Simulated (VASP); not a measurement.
Consider the following.

```xyz
2
Lattice="4.1658 -2.2750 0.0000 4.1658 2.2750 0.0000 2.9234 0.0000 3.7394" Properties=species:S:1:pos:R:3 pbc="T T T"
Bi     2.6337     0.0000     0.8750
Bi     8.6214     0.0000     2.8644
```

Method: revPBE GGA, VASP's PBE PAW potentials (set 64) (plane waves; VASP). Run with 520 eV cut-off, 9×9×9 Γ-centred mesh, first-order Methfessel-Paxton smearing of 0.10 eV, potentials Bi_d.

Energy and stress use the plane-wave basis of the starting cell.

Task: The ions, cell shape and volume are relaxed. What does this cell relax into?

Result: 
```xyz
2
Lattice="4.3655 -2.3001 0.0511 4.3655 2.3001 0.0511 3.1094 0.0000 3.8317" Properties=species:S:1:pos:R:3 pbc="T T T"
Bi     2.7466     0.0000     0.9126
Bi     9.0938     0.0000     3.0214
```
Space group R-3m (166), at a tolerance of 0.03 Å.

Task: How do energy and volume change from the first to the last step?

Result: The energy (σ→0) changes by -17.1 meV/atom and the volume by +7.5 %, in 11 ionic steps.

```csv
step,E(σ→0) (eV),max force (eV/Å),pressure (GPa),volume (Å³)
1,-7.1177,0.190,2.54,70.88
2,-7.1393,0.215,-1.07,76.80
3,-7.1473,0.083,0.06,74.66
4,-7.1473,0.090,0.00,74.74
5,-7.1484,0.076,-0.02,74.91
6,-7.1503,0.044,-0.02,75.33
7,-7.1518,0.029,0.02,76.16
8,-7.1519,0.008,-0.08,76.37
9,-7.1519,0.000,-0.07,76.34
10,-7.1518,0.000,0.11,76.02
11,-7.1519,0.000,0.00,76.22
```

The compound is Bi in the a7 structure. This run relaxes it. Symmetry was kept, so distortions that lower it aren't found.
